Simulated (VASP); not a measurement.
Here is the system:

```xyz
1
Lattice="0.0000 2.0250 2.0250 2.0250 0.0000 2.0250 2.0250 2.0250 0.0000" Properties=species:S:1:pos:R:3 pbc="T T T"
Al     0.0000     0.0000     0.0000
```

All values below come from TPSS meta-GGA, VASP's PBE PAW potentials (set 64) (plane waves; VASP). Run with 520 eV cut-off, 14×14×14 Γ-centred mesh, first-order Methfessel-Paxton smearing of 0.10 eV, potentials Al.

Energy and stress use the plane-wave basis of the starting cell.

Q: The ions, cell shape and volume are relaxed. Which structure does the run end with?

A: 
```xyz
1
Lattice="0.0000 2.0032 2.0032 2.0032 0.0000 2.0032 2.0032 2.0032 0.0000" Properties=species:S:1:pos:R:3 pbc="T T T"
Al     0.0000     0.0000     0.0000
```
Space group Fm-3m (225), at a tolerance of 0.03 Å.

Q: How do energy and volume change from the first to the last step?

A: The energy (σ→0) changes by -4.3 meV/atom and the volume by -3.2 %, in 3 ionic steps.

The compound is Al in the fcc structure. This run relaxes it. Symmetry was kept, so distortions that lower it aren't found.
